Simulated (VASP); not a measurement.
Crystal: Ta3AsAu2O13.

```
Ta As Au O
1.0
     5.45204    0.00000    0.00000
    -2.72602    4.72161    0.00000
     0.00000    0.00000    9.57902
Ta As Au O
3 1 2 13
Direct
  0.00000 0.00000 0.19408
  0.00000 0.00000 0.80592
  0.66667 0.33333 0.00000
  0.00000 0.00000 0.50000
  0.33333 0.66667 0.27428
  0.33333 0.66667 0.72572
  0.00000 0.00000 0.00000
  0.23947 0.97129 0.36402
  0.02871 0.26818 0.36402
  0.73182 0.76053 0.36402
  0.23947 0.97129 0.63598
  0.02871 0.26818 0.63598
  0.73182 0.76053 0.63598
  0.38452 0.33425 0.85844
  0.66575 0.05026 0.85844
  0.94974 0.61548 0.85844
  0.38452 0.33425 0.14156
  0.66575 0.05026 0.14156
  0.94974 0.61548 0.14156
```

The cell was built by a generator and needn't be a form met in nature.

- Program: VASP 6.6.1
- Task: single point
- Functional: PBE
- Potentials or basis: VASP PAW PBE potentials, release 64 (Ta_pv, As, Au, O)
- Cutoff: 520 eV
- k mesh: 6 × 6 × 3
- Occupations: fermi-dirac, width 0.05 eV
- Spin: no spin polarisation

On this cell: pressure 0.4 GPa; largest force 0.298 eV/Å; band gap on the k mesh none (metal or under the smearing width).

The same run follows on a disturbed copy (atoms moved at random, drawn with an rms of 0.05 Å):

```
Ta As Au O
1.0
     5.45204    0.00000    0.00000
    -2.72602    4.72161    0.00000
     0.00000    0.00000    9.57902
Ta As Au O
3 1 2 13
Cartesian
  0.0036 -0.0195 1.8835
  0.0189 -0.0652 7.7049
  2.6944 1.6058 -0.0001
  0.0034 0.0151 4.8333
  0.0229 3.1728 2.6530
  -0.0108 3.1627 6.9502
  -0.0100 0.0671 -0.0491
  -1.3379 4.6286 3.5285
  -0.5590 1.2717 3.4654
  1.8783 3.5641 3.4948
  -1.3587 4.5884 6.1078
  -0.6104 1.2830 6.0968
  1.9082 3.5614 6.1182
  1.1376 1.6083 8.2413
  3.5463 0.2831 8.2323
  3.4635 2.8737 8.2064
  1.1743 1.5811 1.3837
  3.4761 0.2365 1.3735
  3.5076 2.9121 1.3234
```

Question: What changes?

Answer: The energy (extrapolated to zero smearing) moves by +15.0 meV/atom; pressure 0.3 GPa; largest force 2.698 eV/Å; band gap on the k mesh none (metal or under the smearing width).

Forces in eV/Å, atoms in the order of the input:
```
Ta  -0.218  0.455 -1.182
Ta  -0.601  1.264 -0.178
Ta   0.158 -0.810 -0.147
As  -0.359  0.153 -0.632
Au  -0.539 -0.230 -0.172
Au   0.220 -0.165  0.211
O    0.272 -0.469  2.643
O   -0.154 -0.497 -0.128
O   -0.099  0.272  0.187
O    0.630  0.482  0.205
O    0.647 -0.020 -0.053
O    0.220 -0.284 -0.244
O   -0.178 -0.008 -0.495
O    0.368  0.158 -0.205
O   -0.895 -0.291 -0.048
O    0.206  0.035  0.203
O   -0.010 -0.195 -0.088
O    0.422 -0.169 -0.033
O   -0.091  0.320  0.156
```

Stress tensor (GPa, compression positive):
```
 0.88  0.26  0.16
 0.26 -0.43 -0.27
 0.16 -0.27  0.47
```
